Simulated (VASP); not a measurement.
Output of a VASP run:

File OSZICAR:
```
       N       E                     dE             d eps       ncg     rms          rms(c)
DAV:   1     0.559155149646E+03    0.55916E+03   -0.38095E+04   776   0.976E+02
DAV:   2    -0.161328593847E+01   -0.56077E+03   -0.54956E+03   880   0.288E+02
DAV:   3    -0.349281831014E+02   -0.33315E+02   -0.33136E+02   896   0.686E+01
DAV:   4    -0.353296709382E+02   -0.40149E+00   -0.40095E+00   872   0.718E+00
DAV:   5    -0.353346985927E+02   -0.50277E-02   -0.50269E-02   872   0.718E-01    0.144E+01
DAV:   6    -0.331255728680E+02    0.22091E+01   -0.50184E+00   864   0.119E+01    0.113E+01
DAV:   7    -0.330614540854E+02    0.64119E-01   -0.22703E+00   808   0.464E+00    0.283E+00
DAV:   8    -0.330173999114E+02    0.44054E-01   -0.33687E-01   816   0.308E+00    0.716E-01
DAV:   9    -0.330192049696E+02   -0.18051E-02   -0.37082E-02   832   0.118E+00    0.271E-01
DAV:  10    -0.330193021615E+02   -0.97192E-04   -0.30456E-03   880   0.382E-01    0.101E-01
DAV:  11    -0.330196173110E+02   -0.31515E-03   -0.52955E-04   840   0.827E-02    0.440E-02
DAV:  12    -0.330196900046E+02   -0.72694E-04   -0.76890E-05   840   0.307E-02    0.144E-02
DAV:  13    -0.330196996730E+02   -0.96684E-05   -0.26680E-05   856   0.229E-02    0.384E-03
DAV:  14    -0.330197006526E+02   -0.97966E-06   -0.34199E-06   672   0.977E-03
   1 F= -.33019701E+02 E0= -.33019701E+02  d E =-.602662E-08
```

File OUTCAR:
```
------------------------ aborting loop because EDIFF is reached ----------------------------------------
  FORCE on cell =-STRESS in cart. coord.  units (eV):
  Direction    XX          YY          ZZ          XY          YZ          ZX
  --------------------------------------------------------------------------------------
  Total       -0.2550389     -0.2550388     -0.5222622      0.0000000     -0.0000000      0.0000000
  in kB       -1.1359249     -1.1359247     -2.3261184      0.0000000     -0.0000000      0.0000000
  external PRESSURE =      -1.5326560 kB  Pullay stress =       0.0000000 kB
  volume of cell :      359.72
      direct lattice vectors                 reciprocal lattice vectors
     4.390778000  0.000000000  0.000000000     0.227750071  0.131491575  0.000000000
    -2.195389000  3.802525000  0.000000000     0.000000000  0.262983149  0.000000000
     0.000000000  0.000000000 21.545362000     0.000000000  0.000000000  0.046413701
  FREE ENERGIE OF THE ION-ELECTRON SYSTEM (eV)
  ---------------------------------------------------
  free  energy   TOTEN  =       -33.0197006526 eV

  energy  without entropy=      -33.0197006466  energy(sigma->0) =      -33.01970065
```
(Selected blocks of OUTCAR.)

File POSCAR:
```
CdSe
1
    4.3907780000     0.0000000000     0.0000000000
   -2.1953890000     3.8025250000     0.0000000000
    0.0000000000     0.0000000000    21.5453620000
Cd Se
6 6
Direct
  0.0000000000   0.0000000000   0.0000000000
  0.0000000000   0.0000000000   0.5000000000
  0.6666670000   0.3333330000   0.8332500000
  0.3333330000   0.6666670000   0.3332500000
  0.6666670000   0.3333330000   0.1665000000
  0.3333330000   0.6666670000   0.6665000000
  0.0000000000   0.0000000000   0.8746000000
  0.0000000000   0.0000000000   0.3746000000
  0.6666670000   0.3333330000   0.7078500000
  0.3333330000   0.6666670000   0.2078500000
  0.6666670000   0.3333330000   0.0415000000
  0.3333330000   0.6666670000   0.5415000000
```

Write an INCAR and KPOINTS that could have produced this output.

This is not unique; one that fits is the input of the run itself, PBE GGA, plane waves, VASP's PBE PAW potentials (set 64).

File KPOINTS:
```
Automatic mesh
0
G
 4 4 1
0.5 0.5 0.5
```

INCAR:
```
SYSTEM = CdSe
PREC = Accurate; ENCUT = 300; LREAL = .False.
LASPH = .True.
EDIFF = 1E-6; NELM = 100; ALGO = Normal
LMAXMIX = 4
ISMEAR = -1; SIGMA = 0.05
GGA = PE
ISIF = 2
LWAVE = .False.; LCHARG = .False.
```

POTCAR, in this order: Cd Se (PBE.64 set). Program: vasp_std.

At this cut-off the stress carries a Pulay error, which pulls relaxed volumes low.

The structure was generated: CdSe was put into an ordered model structure, which need not be its known phase. The cell was not relaxed at this level.
